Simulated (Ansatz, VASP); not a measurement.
## Cross-check of Zr (Zr(0001)) between VASP and Ansatz

One calculation is typed for both programs; each brings its own data sets. How far apart do they land? The cell is taken from a series of runs on this material, whose earlier steps may have relaxed, scaled, displaced or heated it; both programs get it as it stands.

Program: Ansatz 0.2.0. Level of theory: plane waves, with VASP 6.6.1 beside it; single point at PBE, spin-orbit coupling. Results are calculated unless marked as measured.

### Step 1. The starting structure

The cell holds 7 atoms: 7 Zr. Cell: a = 3.230 Å, b = 3.230 Å, c = 33.436 Å, α = 90.0°, β = 90.0°, γ = 60.0°. Vacuum lies along c.

Coordinates:

```cif
data_structure
_symmetry_space_group_name_H-M 'P 1'
_symmetry_Int_Tables_number 1
_cell_length_a 3.2300
_cell_length_b 3.2300
_cell_length_c 33.4362
_cell_angle_alpha 90.000
_cell_angle_beta 90.000
_cell_angle_gamma 60.000
_cell_volume 302.10
loop_
_atom_site_label
_atom_site_type_symbol
_atom_site_fract_x
_atom_site_fract_y
_atom_site_fract_z
_atom_site_occupancy
Zr1 Zr 0.00000 0.00000 0.26917 1
Zr2 Zr 0.66667 0.66667 0.34611 1
Zr3 Zr 0.00000 0.00000 0.42306 1
Zr4 Zr 0.66667 0.66667 0.50000 1
Zr5 Zr 0.00000 0.00000 0.57694 1
Zr6 Zr 0.66667 0.66667 0.65389 1
Zr7 Zr 0.00000 0.00000 0.73083 1
```

### Step 2. Ansatz: single point, PBE, spin-orbit coupling

Ansatz runs on its fully relativistic PAW (standard-fr) files.

A single point gives forces, pressure and levels at one fixed geometry, so differences don't come from the geometry; what else differs is listed under the comparison.

input.yaml

```yaml
crystal:
  lattice:
    - [3.23, 0.0, 0.0]
    - [1.615, 2.7972620542, 0.0]
    - [0.0, 0.0, 33.43617]
  atoms:
    - { symbol: Zr, position: [0.0, 0.0, 0.2691695849] }
    - { symbol: Zr, position: [0.6666666667, 0.6666666667, 0.3461130566] }
    - { symbol: Zr, position: [0.0, 0.0, 0.4230565283] }
    - { symbol: Zr, position: [0.6666666667, 0.6666666667, 0.5] }
    - { symbol: Zr, position: [0.0, 0.0, 0.5769434717] }
    - { symbol: Zr, position: [0.6666666667, 0.6666666667, 0.6538869434] }
    - { symbol: Zr, position: [0.0, 0.0, 0.7308304151] }
kpoints:
  mp_grid: { grid: [15, 15, 1] }
hamiltonian:
  xc: pbe
  pseudopotentials: { kind: paw_fr }
scf:
  occupations: { method: fermi_dirac, width: 0.1 }
  convergence: { dr2_threshold: 1.0e-09 }
efield:
  axis: 3
  dipole_correction: true
  ramp_position: 0.97
  ramp_width: 0.06
magnetization:
  noncollinear: true
  spin_orbit: true
output:
  write_potential: true
  write_density: true
  volumetric_format: npy
```

Launch:

```bash
ansatz run input.yaml --threads 4 --pin off --max-ram 6144MiB --backend cpu --events-out ev --progress --plain --runs-dir out
```

Numbers of over 12 decimals in the logs are rounded to 6 here.

The log of the run:

```text
Engine: ansatz 0.2.0, aarch64-unknown-linux-gnu
Pseudopotentials: kind: paw_fr
Pseudopotential: Zr, paw_fr, valence charge 12, recommended cutoff 420 eV (normal), Zr.paw.azcp#standard-fr
Functional definition: PBE
  parameter kappa = 0.804
  parameter beta = 0.066725
  exchange = pbe_x(kappa = kappa, mu = beta*pi^2/3)
  correlation = pbe_c(beta = beta)
non-collinear run that drives no moment, with spin-orbit: no starting moment large enough to seed its density (crystal.atoms[].spin), no starting occupations that ask for one, no magnetisation constraint and no magnetic field, so the semilocal B_xc is pinned to zero
Crystal: 7 atoms, lattice volume = 302.101 Å³
Basis set: ecut = 420 eV, 6027 PW (Γ)
Bands: 102, of which v1, the nominal top of the filled ones, is band 84 counted from 1 (83 counted from 0)
Symmetry: 6 space group operations + 6 with time reversal
k-points: 27 of 225 (time reversal used)
Projection manifold: j_resolved (fully-relativistic pseudo-atomic orbitals)
Non-local potential: Zr, projectors of the file, l = 0: 3, l = 1: 4, l = 2: 4, l = 3: 4
PAW form: soft (Blöchl's): semilocal exchange-correlation on the pseudo side does not see the compensation charge
PAW one-centre angular grid: Zr, 590 points (default); XC on 64 Gauss nodes
Initial density: superposition of atomic densities (neutral atoms: chi_scale 0, normalization atom)
Initial wavefunctions: pseudopotential atomic-orbital guess
Functional: x = pbe(κ = 0.804, μ = 0.219515), c = pbe(β = 0.066725)
SCF iter   1: F=—  HF=-29294.525322 eV  |F-HF|=—  |Δ(HF+E_count)|=         —  Δρ=3.26e-2  dr2=1.08e2  dr2_m=0.00e0 (ungated)  ethr=3.10e-3  |M|=0.00e0 ∫|m|=0.00e0 μB  |m|>n=0.0e0 m-floor=0.0e0 τ_xc=0.0e0  β_m=1.00  p=-0.000 e·Å  D=-4.62e-14 V/Å  ΔV_dip=0.00 eV  dr2_dipole=3.01e-7  V_vac-E_F(+/−)=7.53/7.53 eV  ⟨swp⟩=8.1  Hψ=15309  notcnv=0
efield: sawtooth ramp at fractional position 0.9700 (set: `efield.ramp_position`, or a place that a band, a saddle search or an elastic batch's reference lends), width 0.0600; the density the first Hamiltonian is built on has a dipole p = -0.000 e·Å; the dipole correction subtracts the counter field D = -4.62e-14 V/Å, which shifts the + side's vacuum level by +0.00 eV against the − side's; the planar-averaged density in the ramp window peaks in size at 8.4e-8 e/Å³
preconditioner: auto → LDOS  [metal: Δε(μ)=0.006 eV  Ē_g=2.688 eV  σ=0.100 eV  W_gap=0.01  n_scr=22 (ndim 8)  ℏωp=11.3 eV  f_vac=0.402  D(μ)=9.82/eV (n_scr^D=78)  β→1.0]
spin=Noncollinear: LDOS preconditioning applied to the charge; magnetization (m_x, m_y, m_z) channels mix plain (no charge-response kernel on spin).
SCF iter   2: F=—  HF=-29294.281494 eV  |F-HF|=—  |Δ(HF+E_count)|=   2.44e-1  Δρ=3.27e-2  dr2=1.47e2  dr2_m=0.00e0 (ungated)  ethr=3.10e-3  |M|=0.00e0 ∫|m|=0.00e0 μB  |m|>n=0.0e0 m-floor=0.0e0 τ_xc=0.0e0  β_m=0.70  p=-0.000 e·Å  D=-3.54e-5 V/Å  ΔV_dip=0.00 eV  dr2_dipole=1.05e-5  V_vac-E_F(+/−)=1.46/1.46 eV  ⟨swp⟩=7.3  Hψ=10002  notcnv=0
SCF iter   3: F=—  HF=-29291.130233 eV  |F-HF|=—  |Δ(HF+E_count)|=    3.15e0  Δρ=6.36e-3  dr2=1.36e0  dr2_m=0.00e0 (ungated)  ethr=3.10e-3  |M|=0.00e0 ∫|m|=0.00e0 μB  |m|>n=0.0e0 m-floor=0.0e0 τ_xc=0.0e0  β_m=0.76  p=-0.000 e·Å  D=-1.31e-5 V/Å  ΔV_dip=0.00 eV  dr2_dipole=1.29e-6  V_vac-E_F(+/−)=4.91/4.91 eV  ⟨swp⟩=5.8  Hψ=8393  notcnv=0
SCF iter   4: F=—  HF=-29291.093694 eV  |F-HF|=—  |Δ(HF+E_count)|=   3.65e-2  Δρ=2.77e-3  dr2=6.09e-1  dr2_m=0.00e0 (ungated)  ethr=1.62e-3  |M|=0.00e0 ∫|m|=0.00e0 μB  |m|>n=0.0e0 m-floor=0.0e0 τ_xc=0.0e0  β_m=0.80  p=-0.000 e·Å  D=-4.77e-6 V/Å  ΔV_dip=0.00 eV  dr2_dipole=4.15e-7  V_vac-E_F(+/−)=4.26/4.26 eV  ⟨swp⟩=2.6  Hψ=3743  notcnv=0
SCF iter   5: F=—  HF=-29291.089097 eV  |F-HF|=—  |Δ(HF+E_count)|=   4.60e-3  Δρ=1.17e-3  dr2=4.37e-2  dr2_m=0.00e0 (ungated)  ethr=7.25e-4  |M|=0.00e0 ∫|m|=0.00e0 μB  |m|>n=0.0e0 m-floor=0.0e0 τ_xc=0.0e0  β_m=0.70  p=-0.000 e·Å  D=-6.67e-6 V/Å  ΔV_dip=0.00 eV  dr2_dipole=1.02e-7  V_vac-E_F(+/−)=4.25/4.25 eV  ⟨swp⟩=1.2  Hψ=2796  notcnv=0
SCF iter   6: F=—  HF=-29291.086511 eV  |F-HF|=—  |Δ(HF+E_count)|=   2.59e-3  Δρ=3.11e-4  dr2=2.47e-3  dr2_m=0.00e0 (ungated)  ethr=5.20e-5  |M|=0.00e0 ∫|m|=0.00e0 μB  |m|>n=0.0e0 m-floor=0.0e0 τ_xc=0.0e0  β_m=0.81  p=-0.000 e·Å  D=-3.93e-6 V/Å  ΔV_dip=0.00 eV  dr2_dipole=4.69e-8  V_vac-E_F(+/−)=4.25/4.25 eV  ⟨swp⟩=2.2  Hψ=3539  notcnv=0
SCF iter   7: F=—  HF=-29291.086602 eV  |F-HF|=—  |Δ(HF+E_count)|=   9.11e-5  Δρ=1.33e-4  dr2=2.63e-4  dr2_m=0.00e0 (ungated)  ethr=2.94e-6  |M|=0.00e0 ∫|m|=0.00e0 μB  |m|>n=0.0e0 m-floor=0.0e0 τ_xc=0.0e0  β_m=0.77  p=-0.000 e·Å  D=-5.23e-7 V/Å  ΔV_dip=0.00 eV  dr2_dipole=4.20e-9  V_vac-E_F(+/−)=4.23/4.23 eV  ⟨swp⟩=2.4  Hψ=3601  notcnv=0
[...]
SCF iter  13: F=—  HF=-29291.086267 eV  |F-HF|=—  |Δ(HF+E_count)|=   7.86e-9  Δρ=2.87e-7  dr2=1.05e-9  dr2_m=0.00e0 (ungated)  ethr=1.19e-12  |M|=0.00e0 ∫|m|=0.00e0 μB  |m|>n=0.0e0 m-floor=0.0e0 τ_xc=0.0e0  β_m=0.84  p=0.000 e·Å  D=1.39e-8 V/Å  ΔV_dip=-0.00 eV  dr2_dipole=5.55e-14  V_vac-E_F(+/−)=4.19/4.19 eV  ⟨swp⟩=8.9  Hψ=7509  notcnv=0
SCF iter  14: F=-29291.086267 eV  HF=-29291.086267 eV  |F-HF|=8.73e-11  |Δ(HF+E_count)|=  1.24e-10  Δρ=4.77e-8  dr2=1.40e-11  dr2_m=0.00e0 (ungated)  ethr=1.19e-12  |M|=0.00e0 ∫|m|=0.00e0 μB  |m|>n=0.0e0 m-floor=0.0e0 τ_xc=0.0e0  p=0.000 e·Å  D=6.10e-9 V/Å  ΔV_dip=-0.00 eV  dr2_dipole=1.90e-14  V_vac-E_F(+/−)=4.19/4.19 eV  ⟨swp⟩=2.0  Hψ=5102  notcnv=0
SCF 1 converged in 14 iterations: F = -29291.086267 eV  dr2 = 1.40e-11
  greatest PAW one-centre occupation: 0.996 electrons in one spin orbital (limit 2), on the Zr atom at site 6 (counted from 0), in its partial waves of l = 0
WARN: The output density's exchange-correlation potential varies sharply where the density is thin. Do not read a vacuum level from v_tot or v_xc, or from such a field of the output density. On a cell that repeats whose density bears no net charge and no dipole along the vacuum's axis use v_es (v_loc + v_h of the components); under efield.dipole_correction with no amplitude use v_es + v_field, which holds any externa [...]
SCF converged after 14 iterations
Magnetization: |M| = 0.0000 μB,  M = (+0.0000, +0.0000, +0.0000) μB
Absolute magnetization: 0.0000 μB (∫|m|)
  site 0: m = (+0.0000, +0.0000, +0.0000) μB, |m| = 0.0000 μB  (R = 1.31 Å)
  site 1: m = (+0.0000, +0.0000, +0.0000) μB, |m| = 0.0000 μB  (R = 1.31 Å)
  site 2: m = (+0.0000, +0.0000, +0.0000) μB, |m| = 0.0000 μB  (R = 1.31 Å)
  site 3: m = (+0.0000, +0.0000, +0.0000) μB, |m| = 0.0000 μB  (R = 1.31 Å)
  site 4: m = (+0.0000, +0.0000, +0.0000) μB, |m| = 0.0000 μB  (R = 1.31 Å)
  site 5: m = (+0.0000, +0.0000, +0.0000) μB, |m| = 0.0000 μB  (R = 1.31 Å)
  site 6: m = (+0.0000, +0.0000, +0.0000) μB, |m| = 0.0000 μB  (R = 1.31 Å)
Free energy (F): -29291.086267 eV
Harris-Foulkes:  -29291.086267 eV  (|F-HF|=8.73e-11)
Internal energy: -29290.758706 eV  (E = F + TS)
E sigma→0 (E₀):  -29290.922487 eV
Entropy (-TS):   -0.327561 eV (-46.794 meV/atom)
Fermi energy:    5.704893 eV
Dipole field:    D = 0.000000 V/Å  (p = 0.000000 e·Å, saw-weighted, corrected)
Work function:   Φ+ = 4.1925 eV   Φ− = 4.1925 eV
Levels:          The Fermi level and band energies are counted from a zero that moves with the ramp; work functions are not
--- Per-component energies (eV) ---
  E_band       = -1373.745052
  E_kinetic    = 2322.729389
  E_local      = -89512.648261  (includes V_loc(G=0)·N_el)
  E_nonlocal   = 565.565942
  E_hartree    = 43572.761909
  E_xc         = -1126.633088
  E_vxc        = -1329.850361  (∫ρ·V_xc dr)
  E_paw        = -20684.838319  (= ΣΔE_a)
  E_vpaw       = -565.064744  (= ΣTr[D̂ρ^β])
  E_aug_tail   = 0.000173  (compensation charges beyond the density's cutoff)
  E_efield     = 0.000000  (sawtooth field / dipole correction)
  E_vefield    = 0.000000  (∫n·V_field dr)
  E_ewald      = 35572.303550
  E_smearing   = -0.327561  (= −TS)
  E_closure    = 0.000000  (closes the sum)
  Σ components = -29291.086267   (vs F -29291.086267, Δ=0.00e0)
--- Band table (eV; the first three rows and the last of 27) ---
  k-point 0: bands = [... 80 lower, 6.4027, 6.4027, 6.4118, 6.4118, 6.4385, 6.4385, 6.4943, 6.4943, ... 14 higher]
  k-point 1: bands = [... 80 lower, 6.2614, 6.2614, 6.2755, 6.2755, 6.3817, 6.3817, 6.4023, 6.4023, ... 14 higher]
  k-point 2: bands = [... 80 lower, 5.9031, 5.9031, 5.9658, 5.9658, 6.0532, 6.0532, 6.1184, 6.1184, ... 14 higher]
  k-point 26: bands = [... 80 lower, 4.9794, 4.9796, 5.6726, 5.7172, 5.7307, 5.7457, 5.7661, 5.7973, ... 14 higher]
```

In the SCF lines HF is the Harris–Foulkes energy and dr2 the Hartree energy of the density residual, in eV; the loop may stop once dr2 is under the threshold and the program's other checks hold. Hψ counts applications of the Hamiltonian.

[end of part 1 of 2]

[Lines on the potential files, build, host, timing and source positions are cut from VASP's logs without a mark.]

[Logs are printed without paths, hosts, clocks, repeated set-up lines and the standing remarks that a program may print on its own settings, such as how far it seeks lower states.]

[Hosts, paths, dates, database ids (printed as entryN), source tags and the programs' standing remarks are cut or masked in the printed files.]
